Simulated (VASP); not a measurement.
```
PbS
1.0
    0.00000     2.96697     2.96697
    2.96697     0.00000     2.96697
    2.96697     2.96697     0.00000
Pb S
1 1
Direct
  0.00000   0.00000   0.00000
  0.50000   0.50000   0.50000
```

Method: PBE GGA with D3 dispersion (Becke-Johnson damping), VASP's PBE PAW potentials (set 64) (plane waves; VASP). Numerical set-up: 520 eV cut-off, 8×8×8 Γ-centred mesh, Gaussian smearing of 0.050 eV, potentials Pb_d S.

**Question.** Give the energy at these volumes per atom, relative to the lowest: 24.50, 25.28, 26.07, 26.85, 27.63 Å³.

**Answer.** 20.1, 5.0, 0.0, 3.5, 14.1 meV/atom. A third-order Birch-Murnaghan fit gives B0 = 57.3 GPa and B0′ = 4.5.

Measured: a 5.914 Å at 120 K (computed value off by +0.3 %), as given by Noda, Masumoto, Ohba, Saito, Toriumi, Iwata, Shibuya, Acta Cryst. C 43, 1443 (1987), by a structure database's card. The calculation is for a static lattice, while the measured a holds thermal and zero-point effects, which are part of the difference.

The compound is PbS in the rock salt structure. It was relaxed first.
